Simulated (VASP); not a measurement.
Energy against volume of CaO (rock salt). All values below come from TPSS meta-GGA, VASP's PBE PAW potentials (set 64) (plane waves; VASP). Run with 520 eV cut-off, 9×9×9 Γ-centred mesh, Gaussian smearing of 0.050 eV, potentials Ca_sv O.

```tsv
V (Å³/atom)	E (eV/atom)
13.159	-10.87372
13.579	-10.88953
13.999	-10.89500
14.419	-10.89180
```

### Question
Fit these four points and predict the energy of the run at 14.839 Å³/atom.

### Answer
A cubic in V^(−2/3), the third-order Birch-Murnaghan form, passes through the four points with V0 = 14.04 Å³/atom and B0 = 108 GPa, and gives -10.8813 eV/atom there. The run gave -10.8811 eV/atom, +0.2 meV/atom from the fit; all five points give B0 = 110 GPa.

The compound is CaO in the rock salt structure. It was relaxed first.
